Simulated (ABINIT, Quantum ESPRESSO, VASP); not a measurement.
## Rb2Te5 (P1, 7 atoms in the cell) computed with different codes at matched settings

Self-consistent single point, at a second geometry (atoms moved at random). First geometry:

```xyz
7
Lattice="5.8680 -4.6362 0.0000 5.8680 4.6362 0.0000 -2.6339 0.0000 5.1772" Properties=species:S:1:pos:R:3 pbc="T T T"
Rb     2.0470     0.0000     3.3207
Rb     7.0551     0.0000     1.8565
Te     0.0000     0.0000     0.0000
Te     4.9518    -2.4325     3.9293
Te     4.1504     2.4325     1.2479
Te     4.1504    -2.4325     1.2479
Te     4.9518     2.4325     3.9293
```

Second geometry:
```
CELL_PARAMETERS angstrom
      5.86799    -4.63622     0.00000
      5.86799     4.63622     0.00000
     -2.63386     0.00000     5.17721
ATOMIC_POSITIONS crystal
  Rb 0.31411 0.32520 0.64050
  Rb 0.69305 0.67817 0.35915
  Te 0.00546 0.99963 0.00363
  Te 0.85565 0.32591 0.75143
  Te 0.14037 0.66310 0.23437
  Te 0.67004 0.14696 0.24143
  Te 0.32132 0.86104 0.76949
```

Shared settings, as Quantum ESPRESSO writes them: occupations = smearing; smearing = fd; degauss = 0.0036749 Ry; K_POINTS = automatic 2 2 3 0 0 0. Potentials and cutoffs stand in the table.

```tsv
code	model	ΔF from the first geometry (meV/atom)	pressure (GPa)	largest force (eV/Å)	gap on the mesh (eV)	cutoff
VASP	LDA (PZ), VASP's LDA PAW potentials (set 64)	6.0	-1.81	0.477	0.435	300 eV
Quantum ESPRESSO	LDA (PZ), GBRV 1.5 ultrasoft (LDA) pseudopotentials	5.7	-1.83	0.547	0.416	40 Ry
ABINIT	LDA (PW92), PAW (JTH v2.0 LDA PAW)	5.7	-1.77	0.522	0.418	20 Ha
```

Size of the force on each atom (eV/Å): Sizes of forces hide their directions.

```
code                Rb1    Rb2    Te3    Te4    Te5    Te6    Te7
----------------  -----  -----  -----  -----  -----  -----  -----
VASP              0.075  0.100  0.225  0.477  0.346  0.343  0.365
Quantum ESPRESSO  0.074  0.097  0.234  0.547  0.309  0.414  0.339
ABINIT            0.076  0.102  0.232  0.522  0.328  0.388  0.340
```

Gaps are read on the mesh.

On VASP's run: spin-orbit coupling is off.

The spread over the programs that give each value: ΔF from the first geometry within 0.3 meV/atom; pressure within 0.06 GPa; largest force within 0.070 eV/Å; gap on the mesh within 0.019 eV.

The same LDA comes in different parametrisations, which differ slightly.

VASP's run is marked for a possible Pulay error in its stress at this cutoff; no cutoff test was made.

The starting cell comes from a database of computed structures (which also holds hypothetical and non-ambient phases and stackings), without a prior relaxation at this level. For this run, on top of that: atoms moved at random.

Left out of this page: Ansatz, GPAW, CP2K, Elk and SIESTA (not drawn, or without a comparable value).
